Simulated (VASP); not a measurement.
The input files of a VASP run:

**INCAR**
```
# general
SYSTEM =NiSi2
PREC   =Accurate
ENCUT  =500
LREAL  =.FALSE.
LASPH  =.TRUE.

# electronic loop
EDIFF  =1E-6
NELM   =100
ALGO   =Normal
LMAXMIX=4

# smearing
ISMEAR =1
SIGMA  =0.1

# functional
GGA    =PS

# ions
IBRION =2
NSW    =40
ISIF   =3
EDIFFG =-0.02

# output
LWAVE  =.FALSE.
LCHARG =.FALSE.
```

KPOINTS:
```
Regular mesh
0
Gamma
10 10 10
0 0 0
```

POSCAR:
```
NiSi2
1.0
  0.0000000000   2.6985092709   2.6985092709
  2.6985092709   0.0000000000   2.6985092709
  2.6985092709   2.6985092709   0.0000000000
Si Ni
2 1
direct
  0.2500000000   0.2500000000   0.2500000000
  0.7500000000   0.7500000000   0.7500000000
  0.0000000000   0.0000000000   0.0000000000
```

POTCAR, in this order: Si Ni (PBE.64 set). Program: vasp_std.

Problem. Translate this PBEsol calculation to Ansatz.

Solution. One equivalent input (not run):
Ansatz 0.2 input:
```yaml
crystal:
  lattice:
    - [0.0000000, 2.6985093, 2.6985093]
    - [2.6985093, 0.0000000, 2.6985093]
    - [2.6985093, 2.6985093, 0.0000000]
  atoms:
    - { symbol: Si, position: [0.2500000, 0.2500000, 0.2500000] }
    - { symbol: Si, position: [0.7500000, 0.7500000, 0.7500000] }
    - { symbol: Ni, position: [0.0000000, 0.0000000, 0.0000000] }
kpoints:
  mp_grid: { grid: [10, 10, 10] }
hamiltonian:
  xc: pbesol
  pseudopotentials: { kind: paw }
scf:
  occupations: { method: methfessel_paxton, width: 0.1 }
  max_iter: 100
relax:
  max_steps: 40
  f_tol: 0.02
  cell: {}
output: { forces: true, stress: true, eigenvalues: true }
```
Limits of the translation: each code has its own PAW files, so the cut-off isn't converted (ENCUT is set for VASP's; basis.ecutwfc is left out, and Ansatz then takes the one that its files recommend); Ansatz stops its SCF on the density residual and VASP on the energy change (EDIFF).

The compound is NiSi2 in the fluorite structure. This run relaxes it. Symmetry was kept, so distortions that lower it aren't found.
